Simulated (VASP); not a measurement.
Consider the following.

```
CELL_PARAMETERS angstrom
      3.96301     0.00000     0.00000
      0.00000     3.96301     0.00000
      0.00000     0.00000     7.11801
ATOMIC_POSITIONS crystal
  Ag 0.50000 0.50000 0.00000
  P  0.00000 0.00000 0.50000
  Pt 0.00000 0.00000 0.00000
  Pt 0.50000 0.00000 0.70299
  Pt 0.50000 0.00000 0.29701
  Pt 0.00000 0.50000 0.70299
  Pt 0.00000 0.50000 0.29701
```

Method: PBEsol GGA, VASP's PBE PAW potentials (set 64) (plane waves; VASP 6.6.1). Settings: 300 eV cut-off, 6×6×3 Γ-centred mesh, Gaussian smearing of 0.20 eV, potentials Ag P Pt.

### Question
Give the energies of bands 23 to 36 at the high-symmetry points, in eV from the Fermi level.

### Answer

| band | Γ | X | M | Z | R | A |
|---|---|---|---|---|---|---|
| 23 | -1.33 | -2.77 | -2.81 | -1.53 | -2.55 | -2.47 |
| 24 | -1.27 | -2.74 | -1.49 | -1.46 | -2.47 | -2.40 |
| 25 | -1.27 | -2.50 | -1.40 | -1.46 | -2.33 | -2.40 |
| 26 | -0.89 | -2.24 | -1.40 | -1.45 | -1.98 | -1.58 |
| 27 | -0.75 | -1.83 | -1.20 | -1.45 | -1.71 | -1.58 |
| 28 | -0.70 | -1.69 | -1.06 | -0.93 | -1.53 | -1.47 |
| 29 | -0.63 | -1.60 | -0.88 | -0.74 | -1.53 | -1.22 |
| 30 | -0.63 | -1.56 | -0.80 | -0.23 | -1.45 | -0.63 |
| 31 | -0.23 | -1.08 | -0.80 | 0.15 | -1.24 | -0.56 |
| 32 | 0.07 | -0.47 | -0.25 | 0.49 | -1.16 | -0.52 |
| 33 | 0.07 | 0.13 | 0.06 | 0.53 | -0.87 | 0.05 |
| 34 | 0.49 | 0.46 | 0.06 | 1.13 | -0.35 | 1.00 |
| 35 | 0.53 | 0.61 | 1.09 | 2.36 | 1.99 | 1.00 |
| 36 | 2.31 | 1.16 | 1.56 | 2.36 | 2.79 | 1.64 |

It has no gap at this level: it comes out as a metal or semimetal.

The structure comes from a computed database's AgPPt5 entry (P4/mmm); how it stands against other phases isn't given here. The cell was not relaxed at this level.
